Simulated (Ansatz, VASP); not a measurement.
# PtC in two plane-wave programs, part 2 of 2

Aim: how closely do two programs agree when they are given the same cell, functional and k mesh? The cell is generated by rule, not measured, and may not be a known phase. The cell is taken from a series of runs on this material, whose earlier steps may have relaxed, scaled, displaced or heated it; both programs get it as it stands.

VASP 6.6.1 and Ansatz 0.2.0.

So far. Step 5 (VASP: single point, PBEsol, pair 2): The run ends at a pressure of 0.75 GPa, with forces up to 0.93 eV/Å. Step 6 (Ansatz: single point, PBEsol, pair 2): The run ends at a pressure of 0.61 GPa, with forces up to 0.94 eV/Å.

The structure was built from a prototype and need not be the compound's stable phase.

**8. Ansatz: single point, PBEsol, pair 3**

Level of this step: Ansatz beside VASP: Kohn-Sham DFT, plane waves, PBEsol (Ansatz).

A single point gives forces, pressure and levels at one fixed geometry, so differences don't come from the geometry; what else differs is listed under the comparison.

The cell is taken from a series of runs on this material, whose earlier steps may have relaxed, scaled, displaced or heated it; both programs get it as it stands.

Contents of input.yaml:

```yaml
crystal:
  lattice:
    - [0.0, 2.2083183167, 2.2083183167]
    - [2.2083183167, 0.0, 2.2083183167]
    - [2.2083183167, 2.2083183167, 0.0]
  atoms:
    - { symbol: Pt, position: [0.005311891, -0.0017706303, -0.0017706303] }
    - { symbol: C, position: [0.413723675, 0.528758775, 0.528758775] }
kpoints:
  mp_grid: { grid: [16, 16, 16] }
hamiltonian:
  xc: pbesol
scf:
  occupations: { method: methfessel_paxton, width: 0.2 }
output:
  forces: true
  stress: true
  eigenvalues: true
```

Run with:

```bash
$ ansatz run input.yaml --threads 4 --pin off --max-ram 7168MiB --backend cpu --events-out ev --progress --plain --runs-dir out
```

Numbers of over 12 decimals in the logs are rounded to 6 here.

What it wrote:

```text
[...]
Crystal: 2 atoms, lattice volume = 21.538 Å³
Basis set: ecut = 420 eV, 411 PW (Γ), exchange–correlation on 48×48×48 points (8 copies of the dense FFT grid, shifted against one another)
Bands: 15, of which v1, the nominal top of the filled ones, is band 11 counted from 1 (10 counted from 0)
Symmetry: 6 space group operations
[...]
k-points: 417 of 4096 (time reversal used)
[...]
--- Band table (eV; the first three rows and the last of 417) ---
  k-point 0: bands = [... 7 lower, 15.3916, 16.1300, 16.1300, 20.8096, 20.8588, 20.8588, 26.3917, 32.0199]
  k-point 1: bands = [... 7 lower, 15.5251, 16.0247, 16.1162, 20.3227, 21.1036, 21.3875, 26.6150, 32.1424]
  k-point 2: bands = [... 7 lower, 15.5644, 15.9644, 16.1168, 19.8238, 21.7365, 22.0570, 27.1711, 32.4029]
  k-point 416: bands = [... 7 lower, 13.1407, 17.8223, 17.8223, 19.5896, 26.1207, 26.1207, 26.1780, 32.0347]
[key lines of the parts left out:]
SCF converged after 6 iterations
Free energy (F): -12627.906136 eV
Fermi energy:    20.313634 eV
P = ⅓ Tr σ = 4.3532 GPa (43.532 kbar)
```

The run ends at a pressure of 4.35 GPa, with forces up to 0.83 eV/Å.

**9. VASP: single point, PBEsol, pair 3**

The same cell, functional, mesh and smearing now go to VASP, with its own data sets.

Contents of INCAR:

```
SYSTEM = PtC
PREC = Accurate
ENCUT = 600
EDIFF = 1E-06
NELM = 120
ISMEAR = 1
SIGMA = 0.2
LREAL = .FALSE.
ALGO = Normal
GGA = PS
NBANDS = 13
LASPH = .TRUE.
LORBIT = 11
LWAVE = .FALSE.
LCHARG = .FALSE.
ISIF = 2
GGA_COMPAT = .FALSE.
KPAR = 2
```

Contents of POSCAR:

```
PtC
1.0
    0.0000000000      2.2083183167      2.2083183167
    2.2083183167      0.0000000000      2.2083183167
    2.2083183167      2.2083183167      0.0000000000
Pt C
1 1
Direct
    0.0053118910      0.9982293697      0.9982293697
    0.4137236750      0.5287587750      0.5287587750
```

Contents of KPOINTS:

```
Automatic mesh
0
Gamma
16 16 16
0 0 0
```

The projector-augmented-wave data sets are Pt and C (PBE family, release 64).

Run with:

```bash
$ mpirun -np 2 vasp_std
```

What it wrote:

```text
[... set-up lines as in an earlier step ...]
 entering main loop
       N       E                     dE             d eps       ncg     rms          rms(c)
DAV:   1     0.615614781987E+02    0.61561E+02   -0.78661E+03 10930   0.114E+03
DAV:   2    -0.139478580690E+02   -0.75509E+02   -0.69846E+02 13152   0.225E+02
DAV:   3    -0.158895077079E+02   -0.19416E+01   -0.19283E+01 12342   0.357E+01
DAV:   4    -0.158979659810E+02   -0.84583E-02   -0.84577E-02 12197   0.276E+00
[...]
DAV:  10    -0.140072950806E+02    0.15767E-03   -0.11311E-03 11932   0.254E-01    0.338E-02
DAV:  11    -0.140072936586E+02    0.14219E-05   -0.25100E-05 11802   0.420E-02    0.146E-02
DAV:  12    -0.140072941402E+02   -0.48154E-06   -0.63628E-07  7726   0.733E-03
   1 F= -.14007294E+02 E0= -.14007329E+02  d E =0.103591E-03
```

From OUTCAR (step 9):

```text
  Total        0.6186347      0.6186347      0.6186347     -0.5370546      0.5370546     -0.5370546
  in kB       46.0182202     46.0182202     46.0182202    -39.9497413     39.9497413    -39.9497413
  external PRESSURE =      46.0182202 kB  Pullay stress =       0.0000000 kB

 POSITION                                       TOTAL-FORCE (eV/Angst)
 -----------------------------------------------------------------------------------
      4.40882      2.21614      2.21614        -0.454068      0.454068      0.454068
      2.33534      2.08130      2.08130         0.454068     -0.454068     -0.454068
 -----------------------------------------------------------------------------------
    total drift:                                0.000114     -0.000114     -0.000114

  FREE ENERGIE OF THE ION-ELECTRON SYSTEM (eV)
  ---------------------------------------------------
  free  energy   TOTEN  =       -14.0072941402 eV

  energy  without entropy=      -14.0073977308  energy(sigma->0) =      -14.00732867

[... 2 parts as in an earlier step ...]

[... 1 further part left out ...]
[key lines of the parts left out:]
E-fermi :  10.8950
```

The run ends at a pressure of 4.60 GPa, with forces up to 0.79 eV/Å.

**10. Comparison**

What differs besides the data sets and the points named for the pairs above, as far as they apply: the data sets hold 22 valence electrons in Ansatz (on its default PAW (the set named soft_2) files) and 14 in VASP. Total energies have different zeros and are not compared.

Compared:

| quantity | Ansatz | VASP | difference |
| --- | --- | --- | --- |
| pressure (GPa) | 4.35 | 4.60 | -0.25 |

Forces (eV/Å; atoms numbered as in POSCAR):

| atom | Ansatz x, y, z | VASP x, y, z |
| --- | --- | --- |
| Pt1 | -0.477, 0.477, 0.477 | -0.454, 0.454, 0.454 |
| C2 | 0.477, -0.477, -0.477 | 0.454, -0.454, -0.454 |

The forces differ by 23 meV/Å r.m.s., which is 5.0 % of the r.m.s. force of 0.454 eV/Å (both taken over all components).

**11. Other set-ups**

Further runs change the set-up of one program: Ansatz's method, potentials or start, or VASP's data sets, cutoff or form of LDA. The table gives Ansatz less VASP for each quantity, since a change that brings one quantity closer may part another.

| run | r.m.s. force difference (meV/Å) | pressure (GPa) |
| --- | --- | --- |
| as above | 23 | -0.25 |
| VASP with the data sets Pt_sv_GW and C | 2.0 | 0.67 |

**12. Results**

| Item | Value |
| --- | --- |
| r.m.s. force difference (single point, PBEsol, pair 1) | 1.1 % of the r.m.s. force |
| r.m.s. force difference (single point, PBEsol, pair 2) | 1.2 % of the r.m.s. force |
| r.m.s. force difference (single point, PBEsol, pair 3) | 5.0 % of the r.m.s. force |

The r.m.s. force difference is 5.0 % of the r.m.s. force (single point, PBEsol, pair 3), beyond the 3 % picked in this series as the mark of a large difference. The data sets hold unlike numbers of valence electrons (22 in Ansatz and 14 in VASP), so part of the differences comes from the potentials. Single point, PBEsol, pair 3, VASP with the data sets Pt_sv_GW and C: r.m.s. force difference goes from 23 to 2.0 meV/Å; the difference in pressure goes from -0.25 to 0.67 GPa. 5 further runs of this series are not shown here. Such differences can come from data sets, numerical settings and the points named under the comparisons, not from the functional's error against experiment.

[Lines on the potential files, build, host, timing and source positions are cut from VASP's logs without a mark.]

[Logs are printed without paths, hosts, clocks, repeated set-up lines and the standing remarks that a program may print on its own settings, such as how far it seeks lower states.]

[Hosts, paths, dates, database ids (printed as entryN), source tags and the programs' standing remarks are cut or masked in the printed files.]
